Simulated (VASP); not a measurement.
Given:

```
CELL_PARAMETERS angstrom
      0.00000     3.13551     3.13551
      3.13551     0.00000     3.13551
      3.13551     3.13551     0.00000
ATOMIC_POSITIONS crystal
  K  0.00000 0.00000 0.00000
  Cl 0.50000 0.50000 0.50000
```

Calculation: PBE GGA with D3 dispersion (Becke-Johnson damping), VASP's PBE PAW potentials (set 64) (plane waves; VASP). Settings: 520 eV cut-off, Gaussian smearing of 0.050 eV, potentials K_sv Cl.

Problem. What does the run give for the band gap (along the path) with the smallest direct gap where there is one?

Solution. 
The band gap (along the path) comes out as 5.22 eV and the smallest direct gap (along the path) comes out as 5.22 eV.

The absolute energy has meaning only against runs of the same code, potentials and settings.

The compound is KCl in the rock salt structure. It was relaxed first.
